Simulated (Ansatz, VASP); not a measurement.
# Cross-check of Al20Ag7 between VASP and Ansatz

One calculation is typed for both programs; each brings its own data sets. How far apart do they land? The structure shown is the start of the Ansatz relaxation below; VASP solves that cell, so the two are compared at the walk's first step.

Calculated with Ansatz 0.2.0; plane waves, with VASP 6.6.1 beside it; single point at LDA.

### Step 1. Set-up

The cell holds 27 atoms: 20 Al and 7 Ag. Cell: a = 8.630 Å, b = 8.630 Å, c = 8.630 Å, α = 60.0°, β = 60.0°, γ = 60.0°. It derives from Ag and Al. As first built, before any earlier steps moved the atoms (in the runner's words): kind random alloy; site Ag; solute Al; x 0.7407; order random; lattice volume linear between typed atomic volumes.

### Step 2. Ansatz: relaxation, LDA

Ansatz runs on its default PAW (the set named soft_2) files.

The two programs are compared at the cell with which this relaxation starts, whose forces are those of its first step.

input.yaml reads:

```yaml
crystal:
  lattice:
    - [0.0, 6.1020903179, 6.1020903179]
    - [6.1020903179, 0.0, 6.1020903179]
    - [6.1020903179, 6.1020903179, 0.0]
  atoms:
    - { symbol: Al, position: [0.0, 0.0, 0.0] }
    - { symbol: Al, position: [0.0, 0.0, 0.3333333333] }
    - { symbol: Al, position: [0.0, 0.0, 0.6666666667] }
    - { symbol: Al, position: [0.0, 0.3333333333, 0.0] }
    - { symbol: Al, position: [0.0, 0.3333333333, 0.3333333333] }
    - { symbol: Ag, position: [0.0, 0.3333333333, 0.6666666667] }
    - { symbol: Al, position: [0.0, 0.6666666667, 0.0] }
    - { symbol: Ag, position: [0.0, 0.6666666667, 0.3333333333] }
    - { symbol: Al, position: [0.0, 0.6666666667, 0.6666666667] }
    - { symbol: Al, position: [0.3333333333, 0.0, 0.0] }
    - { symbol: Al, position: [0.3333333333, 0.0, 0.3333333333] }
    - { symbol: Al, position: [0.3333333333, 0.0, 0.6666666667] }
    - { symbol: Al, position: [0.3333333333, 0.3333333333, 0.0] }
    - { symbol: Al, position: [0.3333333333, 0.3333333333, 0.3333333333] }
    - { symbol: Al, position: [0.3333333333, 0.3333333333, 0.6666666667] }
    - { symbol: Al, position: [0.3333333333, 0.6666666667, 0.0] }
    - { symbol: Ag, position: [0.3333333333, 0.6666666667, 0.3333333333] }
    - { symbol: Al, position: [0.3333333333, 0.6666666667, 0.6666666667] }
    - { symbol: Ag, position: [0.6666666667, 0.0, 0.0] }
    - { symbol: Al, position: [0.6666666667, 0.0, 0.3333333333] }
    - { symbol: Ag, position: [0.6666666667, 0.0, 0.6666666667] }
    - { symbol: Al, position: [0.6666666667, 0.3333333333, 0.0] }
    - { symbol: Al, position: [0.6666666667, 0.3333333333, 0.3333333333] }
    - { symbol: Al, position: [0.6666666667, 0.3333333333, 0.6666666667] }
    - { symbol: Al, position: [0.6666666667, 0.6666666667, 0.0] }
    - { symbol: Ag, position: [0.6666666667, 0.6666666667, 0.3333333333] }
    - { symbol: Ag, position: [0.6666666667, 0.6666666667, 0.6666666667] }
kpoints:
  mp_grid: { grid: [4, 4, 4] }
scf:
  occupations: { method: fermi_dirac, width: 0.08 }
  n_extra_bands: 27
hamiltonian:
  xc: lda
  pseudopotentials: { kind: paw }
output:
  forces: true
relax:
  f_tol: 0.04
  max_steps: 35
  cell: {}
```

On the command line:

```
$ ansatz run input.yaml --threads 4 --pin off --max-ram 14336MiB --backend cpu --events-out ev --progress --plain --runs-dir out
```

Numbers of over 12 decimals in the logs are rounded to 6 here.

The log of the run:

```text
scf.n_extra_bands = 27 over 97 filled bands (N_el = 193.0): the run solves 124 bands
Engine: ansatz 0.2.0, x86_64-unknown-linux-gnu
Pseudopotentials: kind: paw
Pseudopotential: Al, paw, valence charge 3, recommended cutoff 420 eV (normal), Al.paw.azcp
Pseudopotential: Ag, paw, valence charge 19, recommended cutoff 420 eV (normal), Ag.paw.azcp
Functional definition: SPW92
  exchange = slater_x
  correlation = pw_c
Crystal: 27 atoms, lattice volume = 454.429 Å³
Basis set: ecut = 420 eV, 8801 PW (Γ)
Bands: 124, of which v1, the nominal top of the filled ones, is band 97 counted from 1 (96 counted from 0)
Symmetry: 1 space group operations
Space group: P1 (ITA 1), of the structure as read, at distance tolerance 7.7e-5 Å
k-points: 36 of 64 (time reversal used)
Non-local potential: Al, projectors of the file, l = 0: 2, l = 1: 2, l = 2: 1
Non-local potential: Ag, projectors of the file, l = 0: 3, l = 1: 2, l = 2: 2, l = 3: 1
PAW form: soft (Blöchl's): semilocal exchange-correlation on the pseudo side does not see the compensation charge
PAW frozen core: Al, regenerated for the run's functional, and the local potential with it (the file was generated under x = pbe(κ = 0.804, μ = 0.219515), c = pbe(β = 0.066725))
PAW frozen core: Ag, regenerated for the run's functional, and the local potential with it (the file was generated under x = pbe(κ = 0.804, μ = 0.219515), c = pbe(β = 0.066725))
PAW one-centre angular grid: Al, 110 points (default); XC on 64 Gauss nodes
PAW one-centre angular grid: Ag, 590 points (default); XC on 64 Gauss nodes
Initial density: superposition of atomic densities (neutral atoms: chi_scale 0, normalization atom), corrected by the library's trained network
Initial wavefunctions: pseudopotential atomic-orbital guess
Functional: x = slater, c = lda
SCF iter   1: F=—  HF=-62464.742757 eV  |F-HF|=—  |Δ(HF+E_count)|=         —  Δρ=6.79e-3  dr2=2.14e-1  ethr=1.77e-3  ⟨swp⟩=6.6  Hψ=17732  notcnv=0  defer=165
preconditioner: auto → Kerker (q_TF=auto, 2.365 Å⁻¹)  [metal: Δε(μ)=0.002 eV  Ē_g=7.328 eV  σ=0.080 eV  W_gap=0.01  n_scr=112 (ndim 8)  ℏωp=20.4 eV  f_vac=0.000  D(μ)=13.52/eV (n_scr^D=112)]
SCF iter   2: F=—  HF=-62464.708851 eV  |F-HF|=—  |Δ(HF+E_count)|=   3.39e-2  Δρ=3.11e-3  dr2=9.10e-2  ethr=1.11e-4  ⟨swp⟩=2.1  Hψ=6624  notcnv=0  defer=203
SCF iter   3: F=—  HF=-62464.694437 eV  |F-HF|=—  |Δ(HF+E_count)|=   1.44e-2  Δρ=1.45e-3  dr2=2.55e-2  ethr=4.71e-5  ⟨swp⟩=1.0  Hψ=4142  notcnv=0  defer=203
SCF iter   4: F=—  HF=-62464.688810 eV  |F-HF|=—  |Δ(HF+E_count)|=   5.63e-3  Δρ=2.18e-4  dr2=1.54e-4  ethr=1.32e-5  ⟨swp⟩=2.0  Hψ=4890  notcnv=0  defer=203
SCF iter   5: F=—  HF=-62464.688852 eV  |F-HF|=—  |Δ(HF+E_count)|=   4.22e-5  Δρ=5.78e-5  dr2=1.61e-5  ethr=7.96e-8  ⟨swp⟩=2.5  Hψ=6702  notcnv=0  defer=203
SCF iter   6: F=—  HF=-62464.689268 eV  |F-HF|=—  |Δ(HF+E_count)|=   4.16e-4  Δρ=3.72e-5  dr2=6.41e-6  ethr=8.36e-9  ⟨swp⟩=2.0  Hψ=7603  notcnv=0  defer=203
SCF iter   7: F=—  HF=-62464.689266 eV  |F-HF|=—  |Δ(HF+E_count)|=   1.40e-6  Δρ=7.21e-6  dr2=3.41e-7  ethr=3.32e-9  ⟨swp⟩=2.1  Hψ=6654  notcnv=0  defer=203
SCF iter   8: F=-62464.689266 eV  HF=-62464.689266 eV  |F-HF|=1.17e-8  |Δ(HF+E_count)|=   6.64e-8  Δρ=1.37e-6  dr2=1.60e-8  ethr=5.18e-11  ⟨swp⟩=4.0  Hψ=12456  notcnv=0
SCF 1 converged in 8 iterations: F = -62464.689266 eV  dr2 = 1.60e-8
  greatest PAW one-centre occupation: 1.003 electrons in one spin orbital (limit 2), on the Ag atom at site 20 (counted from 0), in its partial waves of l = 0
relax step   1: F+E_penalty+E_count = -62464.68926623 eV  Δ(F+E_penalty+E_count) = +0.000e0 eV  max|allowed force component| = 2.324e-1 eV/Å  Δτ_max = 0.0000 Å  P = -5.224 GPa  Ω = 454.429 Å³  (8 SCF iters, dr2 threshold 1.00e-7 eV, accepted)
[...]
relax step  16: F+E_penalty+E_count = -62465.34625756 eV  Δ(F+E_penalty+E_count) = -2.192e-4 eV  max|allowed force component| = 3.570e-3 eV/Å  Δτ_max = 0.0028 Å  P = +0.001 GPa  Ω = 428.809 Å³  energy of the carried Pulay correction = +4.976e-5 eV  (8 SCF iters, accepted)
[...]
relax step  17: F+E_penalty+E_count = -62465.34621314 eV  Δ(F+E_penalty+E_count) = +4.442e-5 eV  max|allowed force component| = 3.569e-3 eV/Å  Δτ_max = 0.0000 Å  P = +0.000 GPa  Ω = 428.809 Å³  stress off target by 2.54e-2 GPa  SCF on the basis re-selected at this cell (its energy is not comparable with the rows above)  (3 SCF iters)
basis re-selected at this cell: Δ(F+E_penalty+E_count) = +4.442e-5 eV, ΔP = -0.000 GPa vs the last step (what re-selecting the basis moved, of the pressure what is left beyond the Pulay correction that the steps carried, after the strain that the cell walked since its last selection, with what the two solves' SCF thresholds leave and, on support functions, any second-order correction that the steps lacked; it is no m [...]
SCF converged after 3 iterations
Free energy (F): -62465.346213 eV
Harris-Foulkes:  -62465.346213 eV  (|F-HF|=1.16e-10)
Internal energy: -62465.159299 eV  (E = F + TS)
E sigma→0 (E₀):  -62465.252756 eV
Entropy (-TS):   -0.186914 eV (-6.923 meV/atom)
Fermi energy:    11.199180 eV
--- Per-component energies (eV) ---
  E_band       = -2232.093502
  E_kinetic    = 4162.750684
  E_local      = -28388.894341  (includes V_loc(G=0)·N_el)
  E_nonlocal   = 810.679395
  E_hartree    = 13191.125520
  E_xc         = -2085.885031
  E_vxc        = -2245.770790  (∫ρ·V_xc dr)
  E_paw        = -35245.576907  (= ΣΔE_a)
  E_vpaw       = -2953.111226  (= ΣTr[D̂ρ^β])
  E_aug_tail   = 0.001729  (compensation charges beyond the density's cutoff)
  E_ewald      = -14915.548331
  E_core_change = 6.187983  (= ΣΔE_core)
  E_smearing   = -0.186914  (= −TS)
  E_closure    = 0.000000  (closes the sum)
  Σ components = -62465.346213   (vs F -62465.346213, Δ=0.00e0)
--- Forces (eV/Å), atoms counted from 1 ---
  atom   1  Al    -0.00136948    -0.00023226    -0.00018060
  atom   2  Al     0.00141189    -0.00085459    -0.00352607
  atom   3  Al     0.00317595    -0.00106346    -0.00012257
  atom   4  Al     0.00064307    -0.00087582     0.00054036
  atom   5  Al     0.00095739    -0.00067029     0.00026286
  atom   6  Ag    -0.00223331    -0.00113639    -0.00206989
  atom   7  Al     0.00306091     0.00035077     0.00226241
  atom   8  Ag     0.00088845    -0.00059470     0.00082116
  atom   9  Al     0.00000670    -0.00319328     0.00068765
  atom  10  Al    -0.00208367     0.00121832     0.00032698
  atom  11  Al     0.00063391    -0.00124395     0.00069868
  atom  12  Al     0.00173621     0.00144723     0.00066733
  atom  13  Al     0.00136022    -0.00020185     0.00219182
  atom  14  Al    -0.00006728     0.00136336     0.00005959
  atom  15  Al    -0.00201895    -0.00060509    -0.00138687
  atom  16  Al    -0.00035861    -0.00103126    -0.00093915
  atom  17  Ag    -0.00132271     0.00089211    -0.00002350
  atom  18  Al     0.00110177     0.00247619     0.00044182
  atom  19  Ag    -0.00167902     0.00208398     0.00138741
  atom  20  Al    -0.00172497     0.00273245     0.00183549
  atom  21  Ag     0.00204213    -0.00002975     0.00036402
  atom  22  Al    -0.00189095    -0.00356930     0.00061500
  atom  23  Al     0.00066994     0.00174126    -0.00197336
  atom  24  Al    -0.00121350    -0.00010035    -0.00059577
  atom  25  Al    -0.00013464    -0.00171058    -0.00114113
  atom  26  Ag     0.00063863     0.00281248    -0.00039467
  atom  27  Ag    -0.00223004    -0.00000088    -0.00080553
  max |Σ_I F_I| component: 4.36e-6 eV/Å
--- Stress (GPa, compression-positive) ---
        0.019516      -0.001160      -0.004454
       -0.001160       0.006213      -0.004395
       -0.004454      -0.004395      -0.024358
  P = ⅓ Tr σ = 0.0005 GPa (0.005 kbar)
--- Relaxed structure (15 steps of the walk, 12 accepted, 2 SCFs on fresh bases) ---
  F+E_penalty+E_count = -62465.34621314 eV   max|allowed force component| = 3.569e-3 eV/Å   (the final SCF, on the basis selected at the relaxed cell)
  cell:  # Å, volume = 428.8090 Å³
    - [0.117636, 6.208191, 6.106899]
    - [5.952222, 0.273273, 5.951262]
    - [6.074124, 6.174456, 0.151371]
  atoms:
    - { symbol: Al, position: [0.00360221, 0.00329636, 0.00203828] }
    - { symbol: Al, position: [0.00505178, 0.00304298, 0.331110] }
    - { symbol: Al, position: [0.00144271, 0.000650738, 0.667023] }
    - { symbol: Al, position: [0.00200773, 0.335959, -0.000277856] }
    - { symbol: Al, position: [0.00206538, 0.337610, 0.337917] }
    - { symbol: Ag, position: [0.00465243, 0.325944, 0.670171] }
    - { symbol: Al, position: [-0.00589685, 0.671549, 0.00355317] }
    - { symbol: Ag, position: [-0.00239022, 0.676921, 0.328394] }
    - { symbol: Al, position: [-0.00444868, 0.664417, 0.660387] }
    - { symbol: Al, position: [0.336170, 0.000623398, -0.000916716] }
    - { symbol: Al, position: [0.336379, -0.00413216, 0.327409] }
    - { symbol: Al, position: [0.335469, -0.000899571, 0.670572] }
    - { symbol: Al, position: [0.331154, 0.333644, 0.000482205] }
    - { symbol: Al, position: [0.328246, 0.330777, 0.334874] }
    - { symbol: Al, position: [0.334269, 0.332461, 0.664383] }
    - { symbol: Al, position: [0.332286, 0.665486, 0.00582548] }
    - { symbol: Ag, position: [0.337217, 0.658767, 0.331084] }
    - { symbol: Al, position: [0.330493, 0.665821, 0.664623] }
    - { symbol: Ag, position: [0.665917, 0.00288583, -0.00375069] }
    - { symbol: Al, position: [0.663008, -0.00703147, 0.332471] }
    - { symbol: Ag, position: [0.670262, 0.007105, 0.659511] }
    - { symbol: Al, position: [0.667502, 0.330645, 0.000112123] }
    - { symbol: Al, position: [0.668012, 0.332550, 0.329832] }
    - { symbol: Al, position: [0.668864, 0.335211, 0.668089] }
    - { symbol: Al, position: [0.667043, 0.671553, -0.00136829] }
    - { symbol: Ag, position: [0.665882, 0.657765, 0.338640] }
    - { symbol: Ag, position: [0.655741, 0.667379, 0.677811] }
```

In the SCF lines HF is the Harris–Foulkes energy and dr2 the Hartree energy of the density residual, in eV; the loop may stop once dr2 is under the threshold and the program's other checks hold. Hψ counts applications of the Hamiltonian.

[end of part 1 of 2]

[Lines on the potential files, build, host, timing and source positions are cut from VASP's logs without a mark.]

[Logs are printed without paths, hosts, clocks, repeated set-up lines and the standing remarks that a program may print on its own settings, such as how far it seeks lower states.]

[Hosts, paths, dates, database ids (printed as entryN), source tags and the programs' standing remarks are cut or masked in the printed files.]
